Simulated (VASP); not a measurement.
# La2P6Ru (Fm-3m) in VASP: single point with PBE

Aim: the single point of La2P6Ru with PBE.

All numbers are computed with VASP 6.6.1; they aren't measurements. Logs are shortened: lines on timing, memory, paths and dates and some standing lists are left out, and cuts for length are marked.

## 1. The cell of the first run

It takes space group Fm-3m (No. 225, cubic). Conventional cell: a = 8.733 Å, b = 8.733 Å, c = 8.733 Å, α = 90.00°, β = 90.00°, γ = 90.00°. Around La (site symmetry -43m) lie 12 P at 3.10 Å. P (site symmetry 4mm) has 1 Ru at 2.41 Å and 4 P at 2.76 Å as nearest neighbours. Around Ru (site symmetry m-3m) lie 6 P at 2.41 Å.

The cell was built by a generator and needn't be a form met in nature.

## 2. Single point, PBE (species swapped into the Rb2WCl6 type (Fm-3m, No. 225))

INCAR

```
PREC = Accurate ; ENCUT = 520
EDIFF = 1E-6 ; ISMEAR = 0
SIGMA = 0.1 ; LREAL = F
LASPH = T ; NELM = 100
ALGO = Fast ; ISIF = 2
LWAVE = F ; LCHARG = F
GGA = PE ; NBANDS = 43
```

KPOINTS

```
regular mesh
0
Gamma
  8 8 8
```

POSCAR

```
La2P6Ru
1.0
    0.0000000000      4.3663000253      4.3663000253
    4.3663000253      0.0000000000      4.3663000253
    4.3663000253      4.3663000253      0.0000000000
La P Ru
2 6 1
Direct
    0.2500000000      0.2500000000      0.2500000000
    0.7500000000      0.7500000000      0.7500000000
    0.2761946353      0.7238053647      0.7238053647
    0.7238053647      0.2761946353      0.7238053647
    0.7238053647      0.2761946353      0.2761946353
    0.2761946353      0.7238053647      0.2761946353
    0.7238053647      0.7238053647      0.2761946353
    0.2761946353      0.2761946353      0.7238053647
    0.0000000000      0.0000000000      0.0000000000
```

Potentials or basis: VASP PAW PBE potentials, release 64 (La, P, Ru_pv).

On the command line:

```bash
$ cat potpaw_PBE.64/La/POTCAR potpaw_PBE.64/P/POTCAR potpaw_PBE.64/Ru_pv/POTCAR > POTCAR
$ mpirun -np 1 vasp_std > vasp.out
```

OUTCAR:

```text
PREC = Accurate
   ENCUT = 520
   EDIFF = 1E-6
   ISMEAR = 0
   LREAL = F
   LASPH = T
   NELM = 100
   ISIF = 2
   GGA = PE

 ion  position               nearest neighbor table
   1  0.250  0.250  0.250-   5 3.10   6 3.10   6 3.10   5 3.10   4 3.10   8 3.10   3 3.10   8 3.10
                             7 3.10   4 3.10   3 3.10   7 3.10
   2  0.750  0.750  0.750-   3 3.10   4 3.10   3 3.10   4 3.10   5 3.10   8 3.10   5 3.10   6 3.10
                             7 3.10   8 3.10   6 3.10   7 3.10
   3  0.276  0.724  0.724-   9 2.41   6 2.76   7 2.76   8 2.76   4 2.76   2 3.10   2 3.10   1 3.10
                             1 3.10
   4  0.724  0.276  0.724-   9 2.41   5 2.76   7 2.76   8 2.76   3 2.76   2 3.10   2 3.10   1 3.10
                             1 3.10
   5  0.724  0.276  0.276-   9 2.41   6 2.76   7 2.76   8 2.76   4 2.76   1 3.10   1 3.10   2 3.10
                             2 3.10
   6  0.276  0.724  0.276-   9 2.41   5 2.76   7 2.76   8 2.76   3 2.76   1 3.10   1 3.10   2 3.10
                             2 3.10
   7  0.724  0.724  0.276-   9 2.41   4 2.76   5 2.76   6 2.76   3 2.76   2 3.10   1 3.10   1 3.10
                             2 3.10
   8  0.276  0.276  0.724-   9 2.41   4 2.76   5 2.76   6 2.76   3 2.76   1 3.10   1 3.10   2 3.10
                             2 3.10
   9  0.000  0.000  0.000-   3 2.41   4 2.41   5 2.41   6 2.41   7 2.41   8 2.41

  LATTYP: Found a face centered cubic cell.
 ALAT       =     8.7326000506

  Lattice vectors:

 A1 = (   0.0000000000,   4.3663000253,   4.3663000253)
 A2 = (   4.3663000253,   0.0000000000,   4.3663000253)
 A3 = (   4.3663000253,   4.3663000253,   0.0000000000)

Analysis of symmetry for initial positions (statically):
=====================================================================
 Subroutine PRICEL returns:
 Original cell was already a primitive cell.

 Routine SETGRP: Setting up the symmetry group for a
 face centered cubic supercell.

 Subroutine GETGRP returns: Found 48 space group operations
 (whereof 48 operations were pure point group operations)
 out of a pool of 48 trial point group operations.

The static configuration has the point symmetry O_h .

Analysis of symmetry for dynamics (positions and initial velocities):
=====================================================================
 Subroutine PRICEL returns:
 Original cell was already a primitive cell.

 Routine SETGRP: Setting up the symmetry group for a
 face centered cubic supercell.

 Subroutine GETGRP returns: Found 48 space group operations
 (whereof 48 operations were pure point group operations)
 out of a pool of 48 trial point group operations.

The dynamic configuration has the point symmetry O_h .

 Subroutine INISYM returns: Found 48 space group operations
 (whereof 48 operations are pure point group operations),
 and found     1 'primitive' translations

----------------------------------------------------------------------------------------

                                     Primitive cell

  volume of cell :     166.4833

  direct lattice vectors                    reciprocal lattice vectors
     0.000000000  4.366300025  4.366300025    -0.114513432  0.114513432  0.114513432
     4.366300025  0.000000000  4.366300025     0.114513432 -0.114513432  0.114513432
     4.366300025  4.366300025  0.000000000     0.114513432  0.114513432 -0.114513432

  length of vectors
     6.174880713  6.174880713  6.174880713     0.198343082  0.198343082  0.198343082

  position of ions in fractional coordinates (direct lattice)
     0.250000000  0.250000000  0.250000000
     0.750000000  0.750000000  0.750000000
     0.276194635  0.723805365  0.723805365
     0.723805365  0.276194635  0.723805365
     0.723805365  0.276194635  0.276194635
     0.276194635  0.723805365  0.276194635
     0.723805365  0.723805365  0.276194635
     0.276194635  0.276194635  0.723805365
     0.000000000  0.000000000  0.000000000

  ion indices of the primitive-cell ions
   primitive index   ion index
                 1           1
                 2           2
                 3           3
                 4           4
                 5           5
                 6           6
                 7           7
                 8           8
                 9           9

----------------------------------------------------------------------------------------

 KPOINTS: regular mesh

Automatic generation of k-mesh.
 Grid dimensions read from file:
 generate k-points for:    8    8    8

 Generating k-lattice:

  Cartesian coordinates                     Fractional coordinates (reciprocal lattice)
    -0.014314179  0.014314179  0.014314179     0.125000000  0.000000000  0.000000000
     0.014314179 -0.014314179  0.014314179     0.000000000  0.125000000  0.000000000
     0.014314179  0.014314179 -0.014314179     0.000000000  0.000000000  0.125000000

  Length of vectors
     0.024792885  0.024792885  0.024792885

  Shift w.r.t. Gamma in fractional coordinates (k-lattice)
     0.000000000  0.000000000  0.000000000

 Subroutine IBZKPT returns following result:
 ===========================================

 Found     29 irreducible k-points:

 Following reciprocal coordinates:
            Coordinates               Weight
  0.000000  0.000000  0.000000      1.000000
  0.125000  0.000000  0.000000      8.000000
  0.250000  0.000000  0.000000      8.000000
  0.375000  0.000000  0.000000      8.000000
  0.500000  0.000000  0.000000      4.000000
  0.125000  0.125000  0.000000      6.000000
[... 16 lines left out ...]
  0.500000  0.250000  0.125000     48.000000
 -0.375000  0.250000  0.125000     24.000000
 [... further k-points ...]
   k-points           NKPTS =     29   k-points in BZ     NKDIM =     29   number of bands    NBANDS=     43
   number of dos      NEDOS =    301   number of ions     NIONS =      9
   total plane-waves  NPLWV = 110592
   dimension x,y,z NGX =    48 NGY =   48 NGZ =   48
   dimension x,y,z NGXF=    96 NGYF=   96 NGZF=   96
   ions per type =               2   6   1
   NGX,Y,Z   is equivalent  to a cutoff of  12.92, 12.92, 12.92 a.u.
   NGXF,Y,Z  is equivalent  to a cutoff of  25.85, 25.85, 25.85 a.u.
 SYSTEM =  unknown system
   PREC   = accura    normal or accurate (medium, high low for compatibility)
   ISTART =      0    job   : 0-new  1-cont  2-samecut
   ICHARG =      2    charge: 1-file 2-atom 10-const
   ISPIN  =      1    spin polarized calculation?
   LNONCOLLINEAR =      F non collinear calculations
   LSORBIT =      F    spin-orbit coupling
   LASPH  =      T    aspherical Exc in radial PAW
   ENCUT  =  520.0 eV  38.22 Ry    6.18 a.u.  11.48 11.48 11.48*2*pi/ulx,y,z
   NELM   =    100;   NELMIN=  2; NELMDL= -5     # of ELM steps
   EDIFF  = 0.1E-05   stopping-criterion for ELM
   LREAL  =      F    real-space projection
   EDIFFG = 0.1E-04   stopping-criterion for IOM
   NSW    =      0    number of steps for IOM
   IBRION =     -1    ionic relax: 0-MD 1-quasi-New 2-CG
   NFREE  =      0    steps in history (QN), initial steepest desc. (CG)
   ISIF   =      2    stress and relaxation
   ISYM   =      2    0-nonsym 1-usesym 2-fastsym
   POTIM  = 0.5000    time-step for ionic-motion
   TEBEG  =    0.0;   TEEND  =   0.0 temperature during run
   PSTRESS=    0.0 pullay stress
   NELECT =      66.0000    total number of electrons
   NUPDOWN=      -1.0000    fix difference up-down
   EMIN   =  10.00;   EMAX   =-10.00  energy-range for DOS
   EFERMI =   0.00;   METHOD = LEGACY
   ISMEAR =     0;   SIGMA  =   0.10  broadening in eV -4-tet -1-fermi 0-gaus
   EFERMI_NEDOS =   21; number of points for ismear=-14 and -15
   IALGO  =     68    algorithm
   IMIX   =      4    mixing-type and parameters
     AMIX     =   0.40;   BMIX     =  1.00
     AMIX_MAG =   1.60;   BMIX_MAG =  1.00
  volume/ion in A,a.u.               =      18.50       124.83
  Fermi-wavevector in a.u.,A,eV,Ry     =   1.202631  2.272644 19.678412  1.446322
  Thomas-Fermi vector in A             =   2.338407
   LORBIT       =      0    0 simple, 1 ext, 2 COOP (PROOUT), +10 PAW based schemes
   GGA     = PE    functional components
   LHFCALC =     F    Hartree Fock is set to
   AEXX    =    0.0000 exact exchange contribution
   IVDW    =     0    specifies the selected vdW correction
   LEPSILON=     F    determine dielectric tensor
   LRPA    =     F    only Hartree local field effects (RPA)
 non-spin polarized calculation
 RMM-DIIS sequential band-by-band and
 Gauss-broadening in eV      SIGMA  =   0.10
  energy-cutoff  :      520.00
  volume of cell :      166.48
 maximum number of plane-waves:      4520
 NGX is ok and might be reduce to    48
   NGX = 23   NGY = 23   NGZ = 23

 number of electron      66.0000007 magnetization

 Free energy of the ion-electron system (eV)
  ---------------------------------------------------
  ext. energy  EPLUGINS =         0.00000000
  ---------------------------------------------------
  free energy    TOTEN  =       -55.96549119 eV

  energy without entropy =      -55.93414458  energy(sigma->0) =      -55.94981789

 E-fermi :   9.6306     XC(G=0): -11.0980

 val. band max:        9.6042562644   @ k =   0.5000   0.2500   0.0000
 cond. band min:       9.6365884031   @ k =  -0.3750   0.5000   0.1250
 fundamental gap:      0.0323321386
 Fermi energy:         9.6306444825

 k-point     1 :       0.0000    0.0000    0.0000
  band No.  band energies     occupation
      1     -33.3316      2.00000
      2     -33.3316      2.00000
      3     -33.3316      2.00000
      4     -22.8367      2.00000
      5     -22.7934      2.00000
      6      -6.9070      2.00000
[... 35 lines left out ...]
     42      11.7054      0.00000
     43      11.9670      0.00000
[... 1017 lines left out ...]
      3     -33.3316      2.00000
      4     -22.8141      2.00000
      5     -22.8140      2.00000
      6      -7.1155      2.00000
[... 35 lines left out ...]
     42      12.1113      0.00000
     43      12.1137      0.00000

 [... further k-points ...]

------------------------ aborting loop because EDIFF is reached ----------------------------------------

  FORCE on cell =-STRESS in cart. coord.  units (eV):
  Direction    XX          YY          ZZ          XY          YZ          ZX
  --------------------------------------------------------------------------------------
  -------------------------------------------------------------------------------------
  Total       -0.1060882     -0.1060882     -0.1060882     -0.0000000      0.0000000     -0.0000000
  in kB       -1.0209554     -1.0209554     -1.0209554     -0.0000000      0.0000000     -0.0000000
  external PRESSURE =      -1.0209554 kB  Pullay stress =       0.0000000 kB

 VOLUME and BASIS-vectors are now :
 -----------------------------------------------------------------------------
  energy-cutoff  :      520.00
  volume of cell :      166.48
      direct lattice vectors                 reciprocal lattice vectors
     0.000000000  4.366300025  4.366300025    -0.114513432  0.114513432  0.114513432
     4.366300025  0.000000000  4.366300025     0.114513432 -0.114513432  0.114513432
     4.366300025  4.366300025  0.000000000     0.114513432  0.114513432 -0.114513432

 POSITION                                       TOTAL-FORCE (eV/Angst)
 -----------------------------------------------------------------------------------
      2.18315      2.18315      2.18315         0.000000      0.000000      0.000000
      6.54945      6.54945      6.54945        -0.000000     -0.000000      0.000000
      6.32070      4.36630      4.36630         0.002917     -0.000000      0.000000
      4.36630      6.32070      4.36630         0.000000      0.002917      0.000000
      2.41190      4.36630      4.36630        -0.002917     -0.000000      0.000000
      4.36630      2.41190      4.36630         0.000000     -0.002917      0.000000
      4.36630      4.36630      6.32070         0.000000     -0.000000      0.002917
      4.36630      4.36630      2.41190         0.000000     -0.000000     -0.002917
      0.00000      0.00000      0.00000         0.000000     -0.000000      0.000000
 -----------------------------------------------------------------------------------
    total drift:                               -0.000000     -0.000000     -0.000000

  FREE ENERGIE OF THE ION-ELECTRON SYSTEM (eV)
  ---------------------------------------------------
  free  energy   TOTEN  =       -55.9654911919 eV

  energy  without entropy=      -55.9341445828  energy(sigma->0) =      -55.94981789
```

It took 13 min on 1 thread of Intel Xeon Platinum 8488C (Sapphire Rapids), shared host; peak memory 0.45 GiB.

Results:

| Item | Value |
| --- | --- |
| Free energy | -55.9655 eV |
| Pressure | -0.1 GPa |
| Band gap on the k mesh | none (metal or under the smearing width) |

Forces on the atoms (eV/Å):
```
La   0.000  0.000  0.000
La   0.000  0.000  0.000
P    0.003  0.000  0.000
P    0.000  0.003  0.000
P   -0.003  0.000  0.000
P    0.000 -0.003  0.000
P    0.000  0.000  0.003
P    0.000  0.000 -0.003
Ru   0.000  0.000  0.000
```

Levels at points of the mesh, in eV from the Fermi level:
| k point | band 30 | band 31 | band 32 | band 33 | band 34 | band 35 | band 36 | band 37 |
| --- | --- | --- | --- | --- | --- | --- | --- | --- |
| (0.00, 0.00, 0.00) | -1.04 | -1.04 | -1.04 | 1.31 | 1.31 | 1.41 | 1.41 | 1.41 |
| (0.50, 0.00, 0.00) | -1.02 | -1.02 | -0.38 | 0.14 | 0.14 | 0.20 | 0.38 | 1.75 |
| (0.50, 0.50, 0.00) | -1.67 | -1.44 | -1.44 | -1.41 | 0.50 | 0.64 | 0.64 | 0.98 |

Spin-orbit coupling is left out, which matters for the levels of La.
